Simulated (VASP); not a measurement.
Here is the system:

```
Au2SrSi2
1.0
   -2.19455     2.19455     5.02977
    2.19455    -2.19455     5.02977
    2.19455     2.19455    -5.02977
Sr Si Au
1 2 2
Direct
  0.00000   0.00000   0.00000
  0.61821   0.61821   0.00000
  0.38179   0.38179   0.00000
  0.75000   0.25000   0.50000
  0.25000   0.75000   0.50000
```

The numbers are results of PBEsol GGA, VASP's PBE PAW potentials (set 64) (plane waves; VASP 6.6.1), not measurements. Settings: 400 eV cut-off, Gaussian smearing of 0.050 eV, potentials Sr_sv Si Au.

Question: Give the energies of bands 10 to 23 at the high-symmetry points, in eV from the Fermi level.

Answer: 
```json
[
 {"band": "10", "Γ": "-6.08", "X": "-5.29", "P": "-5.34", "N": "-5.61", "M": "-6.11", "S": "-5.73", "R": "-5.25"},
 {"band": "11", "Γ": "-4.79", "X": "-5.17", "P": "-5.05", "N": "-5.42", "M": "-5.34", "S": "-5.56", "R": "-5.13"},
 {"band": "12", "Γ": "-4.79", "X": "-5.15", "P": "-5.05", "N": "-5.38", "M": "-4.89", "S": "-5.46", "R": "-5.00"},
 {"band": "13", "Γ": "-4.51", "X": "-4.98", "P": "-4.93", "N": "-5.16", "M": "-4.89", "S": "-5.13", "R": "-4.99"},
 {"band": "14", "Γ": "-4.16", "X": "-4.49", "P": "-4.67", "N": "-5.07", "M": "-4.86", "S": "-4.89", "R": "-4.63"},
 {"band": "15", "Γ": "-3.61", "X": "-4.46", "P": "-4.47", "N": "-4.99", "M": "-4.16", "S": "-4.86", "R": "-4.59"},
 {"band": "16", "Γ": "-3.55", "X": "-4.20", "P": "-4.47", "N": "-4.97", "M": "-3.19", "S": "-4.72", "R": "-4.49"},
 {"band": "17", "Γ": "-3.19", "X": "-3.40", "P": "-3.09", "N": "-4.11", "M": "-1.81", "S": "-4.56", "R": "-3.52"},
 {"band": "18", "Γ": "-1.63", "X": "-2.52", "P": "-2.50", "N": "-2.38", "M": "-1.81", "S": "-0.86", "R": "-2.51"},
 {"band": "19", "Γ": "-1.63", "X": "-2.40", "P": "-2.50", "N": "-0.62", "M": "-0.26", "S": "-0.74", "R": "-1.93"},
 {"band": "20", "Γ": "0.35", "X": "-2.15", "P": "-1.65", "N": "0.87", "M": "0.13", "S": "-0.35", "R": "-1.84"},
 {"band": "21", "Γ": "0.80", "X": "-1.06", "P": "-1.65", "N": "1.68", "M": "2.26", "S": "2.02", "R": "-0.72"},
 {"band": "22", "Γ": "0.88", "X": "2.80", "P": "2.29", "N": "1.80", "M": "2.93", "S": "2.16", "R": "2.82"},
 {"band": "23", "Γ": "0.88", "X": "2.96", "P": "4.43", "N": "2.44", "M": "3.46", "S": "2.64", "R": "2.94"}
]
```

It has no gap at this level: it comes out as a metal or semimetal.

The structure comes from a computed database's Au2SrSi2 entry (I4/mmm); how it stands against other phases isn't given here. It was relaxed first.
